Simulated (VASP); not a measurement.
# Sn2GeO3 (Pmmn) in VASP: density of states with PBE

Aim: the density of states of Sn2GeO3 with PBE.

Program: VASP 6.6.1. These are calculated values, not measurements. Logs are shortened: lines on timing, memory, paths and dates and some standing lists are left out, and cuts for length are marked.

## Step 1: The crystal as given

Symmetry: Pmmn, No. 59, orthorhombic system. Conventional cell: a = 3.990 Å, b = 10.748 Å, c = 4.921 Å, α = 90.00°, β = 90.00°, γ = 90.00°. Sn (site symmetry m) is surrounded by 4 O at 2.22 to 2.28 Å. Ge (site symmetry mm2) is surrounded by 4 O at 2.04 to 2.18 Å. O (site symmetry m) has 1 Ge at 2.04 Å and 3 Sn at 2.25 to 2.28 Å as nearest neighbours. O (site symmetry mm2) is surrounded by 2 Ge at 2.18 Å and 2 Sn at 2.22 Å.

The cell was built by a generator and needn't be a form met in nature.

## Step 2: Density of states, PBE

The input, POSCAR:

```
Sn2GeO3
1.0
    3.9898500000      0.0000000000      0.0000000000
    0.0000000000     10.7483700000      0.0000000000
    0.0000000000      0.0000000000      4.9208400000
Sn Ge O
4 2 6
Direct
    0.0000000000      0.3340430000      0.2590280000
    0.0000000000      0.6659570000      0.2590280000
    0.5000000000      0.1659570000      0.7409720000
    0.5000000000      0.8340430000      0.7409720000
    0.0000000000      0.0000000000      0.2972840000
    0.5000000000      0.5000000000      0.7027160000
    0.0000000000      0.1607250000      0.5166060000
    0.0000000000      0.8392750000      0.5166060000
    0.0000000000      0.5000000000      0.5260370000
    0.5000000000      0.3392750000      0.4833940000
    0.5000000000      0.6607250000      0.4833940000
    0.5000000000      0.0000000000      0.4739630000
```

The input, INCAR.step1:

```
SYSTEM = Sn2GeO3
ALGO     = Normal         ! electronic algorithm
EDIFF    = 1E-6           ! SCF threshold, eV
ENCUT    = 520            ! plane-wave cutoff, eV
GGA      = PE             ! functional
ISIF     = 2              ! what is computed and relaxed
ISMEAR   = 0              ! smearing method
KPAR     = 8            
LASPH    = .True.         ! aspherical terms in the spheres
LCHARG   = .True.         ! write CHGCAR
LREAL    = .False.        ! projectors in reciprocal space
LWAVE    = .False.        ! write WAVECAR
NBANDS   = 72             ! bands
NELM     = 60             ! most SCF steps
PREC     = Accurate       ! precision mode
SIGMA    = 0.1            ! smearing width, eV
```

The input, KPOINTS.step1:

```
k-points
0
Gamma
  8 4 6
  0 0 0
```

The input, INCAR.step2:

```
SYSTEM = Sn2GeO3
ALGO     = Normal         ! electronic algorithm
EDIFF    = 1E-6           ! SCF threshold, eV
ENCUT    = 520            ! plane-wave cutoff, eV
GGA      = PE             ! functional
ICHARG   = 11             ! starting density
ISIF     = 2              ! what is computed and relaxed
ISMEAR   = -5             ! smearing method
KPAR     = 8            
LASPH    = .True.         ! aspherical terms in the spheres
LCHARG   = .False.        ! write CHGCAR
LORBIT   = 11             ! projections on sites
LREAL    = .False.        ! projectors in reciprocal space
LWAVE    = .False.        ! write WAVECAR
NBANDS   = 72             ! bands
NEDOS    = 1001           ! points of the DOS
NELM     = 60             ! most SCF steps
PREC     = Accurate       ! precision mode
SIGMA    = 0.1            ! smearing width, eV
```

The input, KPOINTS.step2:

```
k-points
0
Gamma
  12 6 9
  0 0 0
```

Potentials or basis: VASP PAW PBE potentials, release 64 (Sn_d, Ge_d, O).

Run with:

```sh
cat potpaw_PBE.64/Sn_d/POTCAR potpaw_PBE.64/Ge_d/POTCAR potpaw_PBE.64/O/POTCAR > POTCAR
cp INCAR.step1 INCAR
cp KPOINTS.step1 KPOINTS
mpirun -np 8 vasp_std > vasp.out
cp INCAR.step2 INCAR
cp KPOINTS.step2 KPOINTS
mpirun -np 8 vasp_std > vasp.out
```

OUTCAR:

```text
SYSTEM = Sn2GeO3
   EDIFF = 1E-6
   ENCUT = 520
   GGA = PE
   ICHARG = 11
   ISIF = 2
   ISMEAR = -5
   LASPH = .True.
   LORBIT = 11
   LREAL = .False.
   NELM = 60
   PREC = Accurate

 ion  position               nearest neighbor table
   1  0.000  0.334  0.259-   9 2.22   7 2.25  10 2.28  10 2.28   2 3.57   3 3.59   3 3.59   3 3.71
                             3 3.71
   2  0.000  0.666  0.259-   9 2.22   8 2.25  11 2.28  11 2.28   1 3.57   4 3.59   4 3.59   4 3.71
                             4 3.71
   3  0.500  0.166  0.741-  12 2.22  10 2.25   7 2.28   7 2.28   4 3.57   1 3.59   1 3.59   1 3.71
                             1 3.71
   4  0.500  0.834  0.741-  12 2.22  11 2.25   8 2.28   8 2.28   3 3.57   2 3.59   2 3.59   2 3.71
                             2 3.71
   5  0.000  0.000  0.297-   7 2.04   8 2.04  12 2.18  12 2.18
   6  0.500  0.500  0.703-  10 2.04  11 2.04   9 2.18   9 2.18
   7  0.000  0.161  0.517-   5 2.04   1 2.25   3 2.28   3 2.28
   8  0.000  0.839  0.517-   5 2.04   2 2.25   4 2.28   4 2.28
   9  0.000  0.500  0.526-   6 2.18   6 2.18   1 2.22   2 2.22
  10  0.500  0.339  0.483-   6 2.04   3 2.25   1 2.28   1 2.28
  11  0.500  0.661  0.483-   6 2.04   4 2.25   2 2.28   2 2.28
  12  0.500  0.000  0.474-   5 2.18   5 2.18   3 2.22   4 2.22

  LATTYP: Found a simple orthorhombic cell.
 ALAT       =     3.9898500000
 B/A-ratio  =     1.2333395992
 C/A-ratio  =     2.6939283432

  Lattice vectors:

 A1 = (  -3.9898500000,   0.0000000000,   0.0000000000)
 A2 = (   0.0000000000,   0.0000000000,   4.9208400000)
 A3 = (   0.0000000000,  10.7483700000,   0.0000000000)

Analysis of symmetry for initial positions (statically):
=====================================================================
 Subroutine PRICEL returns:
 Original cell was already a primitive cell.

 Routine SETGRP: Setting up the symmetry group for a
 simple orthorhombic supercell.

 Subroutine GETGRP returns: Found  8 space group operations
 (whereof  4 operations were pure point group operations)
 out of a pool of  8 trial point group operations.

The static configuration has the point symmetry C_2v.
 The point group associated with its full space group is D_2h.

Analysis of symmetry for dynamics (positions and initial velocities):
=====================================================================
 Subroutine PRICEL returns:
 Original cell was already a primitive cell.

 Routine SETGRP: Setting up the symmetry group for a
 simple orthorhombic supercell.

 Subroutine GETGRP returns: Found  8 space group operations
 (whereof  4 operations were pure point group operations)
 out of a pool of  8 trial point group operations.

The dynamic configuration has the point symmetry C_2v.
 The point group associated with its full space group is D_2h.

 Subroutine INISYM returns: Found  8 space group operations
 (whereof  4 operations are pure point group operations),
 and found     1 'primitive' translations

----------------------------------------------------------------------------------------

                                     Primitive cell

  volume of cell :     211.0272

  direct lattice vectors                    reciprocal lattice vectors
     3.989850000  0.000000000  0.000000000     0.250635989  0.000000000  0.000000000
     0.000000000 10.748370000  0.000000000     0.000000000  0.093037363  0.000000000
     0.000000000  0.000000000  4.920840000     0.000000000  0.000000000  0.203217337

  length of vectors
     3.989850000 10.748370000  4.920840000     0.250635989  0.093037363  0.203217337

  position of ions in fractional coordinates (direct lattice)
     0.000000000  0.334043000  0.259028000
     0.000000000  0.665957000  0.259028000
     0.500000000  0.165957000  0.740972000
     0.500000000  0.834043000  0.740972000
     0.000000000  0.000000000  0.297284000
     0.500000000  0.500000000  0.702716000
     0.000000000  0.160725000  0.516606000
     0.000000000  0.839275000  0.516606000
     0.000000000  0.500000000  0.526037000
     0.500000000  0.339275000  0.483394000
     0.500000000  0.660725000  0.483394000
     0.500000000  0.000000000  0.473963000

  ion indices of the primitive-cell ions
   primitive index   ion index
                 1           1
                 2           2
                 3           3
[... 23 lines left out ...]
     0.000000000  0.000000000  0.022579704     0.000000000  0.000000000  0.111111111

  Length of vectors
     0.020886332  0.015506227  0.022579704

  Shift w.r.t. Gamma in fractional coordinates (k-lattice)
     0.000000000  0.000000000  0.000000000

 TETIRR: Found   1944 inequivalent tetrahedra from     3888

 Subroutine IBZKPT returns following result:
 ===========================================

 Found    140 irreducible k-points:

 Following reciprocal coordinates:
            Coordinates               Weight
  0.000000  0.000000  0.000000      1.000000
  0.083333  0.000000  0.000000      2.000000
  0.166667  0.000000  0.000000      2.000000
  0.250000  0.000000  0.000000      2.000000
  0.333333  0.000000  0.000000      2.000000
  0.416667  0.000000  0.000000      2.000000
[... 16 lines left out ...]
  0.083333  0.500000  0.000000      2.000000
  0.166667  0.500000  0.000000      2.000000
 [... further k-points ...]
   k-points           NKPTS =    140   k-points in BZ     NKDIM =    140   number of bands    NBANDS=     72
   number of dos      NEDOS =   1001   number of ions     NIONS =     12
   total plane-waves  NPLWV =  96000
   dimension x,y,z NGX =    30 NGY =   80 NGZ =   40
   dimension x,y,z NGXF=    60 NGYF=  160 NGZF=   80
   ions per type =               4   2   6
   NGX,Y,Z   is equivalent  to a cutoff of  12.50, 12.37, 13.51 a.u.
   NGXF,Y,Z  is equivalent  to a cutoff of  25.00, 24.75, 27.03 a.u.
 SYSTEM =  Sn2GeO3
   PREC   = accura    normal or accurate (medium, high low for compatibility)
   ISTART =      0    job   : 0-new  1-cont  2-samecut
   ICHARG =     11    charge: 1-file 2-atom 10-const
   ISPIN  =      1    spin polarized calculation?
   LNONCOLLINEAR =      F non collinear calculations
   LSORBIT =      F    spin-orbit coupling
   LASPH  =      T    aspherical Exc in radial PAW
   ENCUT  =  520.0 eV  38.22 Ry    6.18 a.u.   7.42 19.98  9.15*2*pi/ulx,y,z
   NELM   =     60;   NELMIN=  2; NELMDL=  0     # of ELM steps
   EDIFF  = 0.1E-05   stopping-criterion for ELM
   LREAL  =      F    real-space projection
   EDIFFG = 0.1E-04   stopping-criterion for IOM
   NSW    =      0    number of steps for IOM
   IBRION =     -1    ionic relax: 0-MD 1-quasi-New 2-CG
   NFREE  =      0    steps in history (QN), initial steepest desc. (CG)
   ISIF   =      2    stress and relaxation
   ISYM   =      2    0-nonsym 1-usesym 2-fastsym
   POTIM  = 0.5000    time-step for ionic-motion
   TEBEG  =    0.0;   TEEND  =   0.0 temperature during run
   PSTRESS=    0.0 pullay stress
   NELECT =     120.0000    total number of electrons
   NUPDOWN=      -1.0000    fix difference up-down
   EMIN   =  10.00;   EMAX   =-10.00  energy-range for DOS
   EFERMI =   0.00;   METHOD = LEGACY
   ISMEAR =    -5;   SIGMA  =   0.10  broadening in eV -4-tet -1-fermi 0-gaus
   EFERMI_NEDOS =   21; number of points for ismear=-14 and -15
   IALGO  =     38    algorithm
   IMIX   =      4    mixing-type and parameters
     AMIX     =   0.40;   BMIX     =  1.00
     AMIX_MAG =   1.60;   BMIX_MAG =  1.00
  volume/ion in A,a.u.               =      17.59       118.67
  Fermi-wavevector in a.u.,A,eV,Ry     =   1.356300  2.563035 25.028594  1.839550
  Thomas-Fermi vector in A             =   2.483315
   LORBIT       =     11    0 simple, 1 ext, 2 COOP (PROOUT), +10 PAW based schemes
   GGA     = PE    functional components
   LHFCALC =     F    Hartree Fock is set to
   AEXX    =    0.0000 exact exchange contribution
   IVDW    =     0    specifies the selected vdW correction
   LEPSILON=     F    determine dielectric tensor
   LRPA    =     F    only Hartree local field effects (RPA)
 non-spin polarized calculation
 Fermi weights with tetrahedron method with Bloechl corrections
  energy-cutoff  :      520.00
  volume of cell :      211.03
 maximum number of plane-waves:      5728
 NGX is ok and might be reduce to    30

 number of electron     119.9999946 magnetization

 Free energy of the ion-electron system (eV)
  ---------------------------------------------------
  ext. energy  EPLUGINS =         0.00000000
  ---------------------------------------------------
  free energy    TOTEN  =       -68.58931879 eV

  energy without entropy =      -68.58931879  energy(sigma->0) =      -68.58931879

 E-fermi :   5.6954     XC(G=0):  -9.9908

 val. band max:        5.6840492214   @ k =   0.0000   0.5000   0.0000
 cond. band min:       6.3378212828   @ k =   0.5000   0.5000   0.0000
 fundamental gap:      0.6537720614
 Fermi energy:         5.6953844660

 k-point     1 :       0.0000    0.0000    0.0000
  band No.  band energies     occupation
      1     -18.9715      2.00000
      2     -18.9711      2.00000
      3     -18.9217      2.00000
      4     -18.9208      2.00000
      5     -18.9129      2.00000
      6     -18.9129      2.00000
[... 1789 lines left out ...]
     71      10.7616      0.00000
     72      10.7621      0.00000

 [... further k-points ...]

------------------------ aborting loop because EDIFF is reached ----------------------------------------

  FORCE on cell =-STRESS in cart. coord.  units (eV):
  Direction    XX          YY          ZZ          XY          YZ          ZX
  --------------------------------------------------------------------------------------
  -------------------------------------------------------------------------------------
  Total        0.0334468     -0.0912394      0.0279726      0.0000000      0.0000000      0.0000000
  in kB        0.2539377     -0.6927153      0.2123760      0.0000000      0.0000000      0.0000000
  external PRESSURE =      -0.0754672 kB  Pullay stress =       0.0000000 kB

 VOLUME and BASIS-vectors are now :
 -----------------------------------------------------------------------------
  energy-cutoff  :      520.00
  volume of cell :      211.03
      direct lattice vectors                 reciprocal lattice vectors
     3.989850000  0.000000000  0.000000000     0.250635989  0.000000000  0.000000000
     0.000000000 10.748370000  0.000000000     0.000000000  0.093037363  0.000000000
     0.000000000  0.000000000  4.920840000     0.000000000  0.000000000  0.203217337

 POSITION                                       TOTAL-FORCE (eV/Angst)
 -----------------------------------------------------------------------------------
      0.00000      3.59042      1.27464         0.000000      0.000931      0.008755
      0.00000      7.15795      1.27464         0.000000     -0.000931      0.008755
      1.99493      1.78377      3.64620         0.000000     -0.000931     -0.008755
      1.99493      8.96460      3.64620         0.000000      0.000931     -0.008755
      0.00000      0.00000      1.46289         0.000000      0.000000      0.000205
      1.99493      5.37418      3.45795         0.000000      0.000000     -0.000205
      0.00000      1.72753      2.54214         0.000000     -0.003435     -0.001335
      0.00000      9.02084      2.54214         0.000000      0.003435     -0.001335
      0.00000      5.37418      2.58854         0.000000      0.000000      0.001546
      1.99493      3.64665      2.37870        -0.000000      0.003435      0.001335
      1.99493      7.10172      2.37870        -0.000000     -0.003435      0.001335
      1.99493      0.00000      2.33230         0.000000      0.000000     -0.001546
 -----------------------------------------------------------------------------------
    total drift:                               -0.000000     -0.000000     -0.000000

  FREE ENERGIE OF THE ION-ELECTRON SYSTEM (eV)
  ---------------------------------------------------
  free  energy   TOTEN  =       -68.5893187914 eV

  energy  without entropy=      -68.5893187914  energy(sigma->0) =      -68.58931879

 total charge

# of ion       s       p       d       tot
------------------------------------------
    1        1.276   0.753  10.059  12.088
    2        1.276   0.753  10.059  12.088
    3        1.276   0.753  10.059  12.088
    4        1.276   0.753  10.059  12.088
    5        1.254   0.766  10.095  12.114
    6        1.254   0.766  10.095  12.114
    7        1.577   3.424   0.000   5.000
    8        1.577   3.424   0.000   5.000
    9        1.577   3.413   0.000   4.991
   10        1.577   3.424   0.000   5.000
   11        1.577   3.424   0.000   5.000
   12        1.577   3.413   0.000   4.991
--------------------------------------------------
tot         17.072  25.066  60.425 102.563
```

It took 4 min on 8 MPI ranks of AMD EPYC 9R45 (Zen 5), shared host; peak memory 1.4 GiB.

Results:

```
Valence electrons inside the program's atomic spheres : Sn 12.09; Ge 12.11; O 5.00, 4.99
```

States per cell in windows of 0.5 eV (zero at the valence-band top; states under -8 eV left out):
```tsv
from (eV)	total	O7_p	O8_p	O10_p	O11_p	O9_p	O12_p
-8.0	2.33	0.11	0.11	0.11	0.11	0.07	0.07
-7.5	1.71	0.08	0.08	0.08	0.08	0.05	0.05
-7.0	1.06	0.05	0.05	0.05	0.05	0.03	0.03
-6.5	2.34	0.14	0.14	0.14	0.14	0.14	0.14
-6.0	3.55	0.26	0.26	0.26	0.26	0.23	0.23
-5.5	4.16	0.36	0.36	0.36	0.36	0.26	0.26
-5.0	3.14	0.27	0.27	0.27	0.27	0.25	0.25
-4.5	2.99	0.28	0.28	0.28	0.28	0.27	0.27
-4.0	2.99	0.31	0.31	0.31	0.31	0.24	0.24
-3.5	3.41	0.29	0.29	0.29	0.29	0.38	0.38
-3.0	3.97	0.38	0.38	0.38	0.38	0.43	0.43
-2.5	4.10	0.31	0.31	0.31	0.31	0.36	0.36
-2.0	3.23	0.16	0.16	0.16	0.16	0.20	0.20
-1.5	2.15	0.11	0.11	0.11	0.11	0.15	0.15
-1.0	1.06	0.06	0.06	0.06	0.06	0.07	0.07
-0.5	0.62	0.04	0.04	0.04	0.04	0.04	0.04
0.0	0.00	0.00	0.00	0.00	0.00	0.00	0.00
0.5	0.07	0.00	0.00	0.00	0.00	0.00	0.00
1.0	0.40	0.00	0.00	0.00	0.00	0.00	0.00
1.5	1.31	0.02	0.02	0.02	0.02	0.03	0.03
2.0	3.18	0.07	0.07	0.07	0.07	0.08	0.08
2.5	3.37	0.09	0.09	0.09	0.09	0.08	0.08
3.0	3.23	0.10	0.10	0.10	0.10	0.07	0.07
3.5	1.86	0.05	0.05	0.05	0.05	0.05	0.05
4.0	2.07	0.05	0.05	0.05	0.05	0.05	0.05
4.5	3.17	0.07	0.07	0.07	0.07	0.07	0.07
5.0	3.20	0.07	0.07	0.07	0.07	0.06	0.06
5.5	2.10	0.05	0.05	0.05	0.05	0.04	0.04
6.0	0.06	0.00	0.00	0.00	0.00	0.00	0.00
6.5	0.00	0.00	0.00	0.00	0.00	0.00	0.00
```
